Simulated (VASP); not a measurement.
Runs of VASP 6.6.1 on CH4. The cell holds a molecule in a box, 5 atoms: a = 12.228 Å, b = 12.728 Å, c = 13.228 Å, α = 90.00°, β = 90.00°, γ = 90.00°. 

```tsv
task	level	cell	atoms held fixed (from 0)	gap on the mesh (eV)	largest force (eV/Å)
single point	RPBE+D3(BJ)	as given	-	8.83	0.04
single point	RPBE	as given	-	8.83	0.05
single point	optB86b-vdW	as given	-	(a)	0.04
relaxation of the atoms	PBE+D3(BJ)	atoms relaxed	[0]	8.90	-
single point	PBE	as given	-	8.90	-
```

Alike in all rows: potentials or basis VASP PAW PBE potentials, release 64 (C, H); no spin polarisation; k mesh 1 × 1 × 1; cutoff (eV) 400; smearing gaussian 0.01 eV.

Q: Estimate the missing entries.

A: (a) 8.65.

Caveats: the PAW data sets were made with another functional, which shifts forces and pressure a little (some runs).

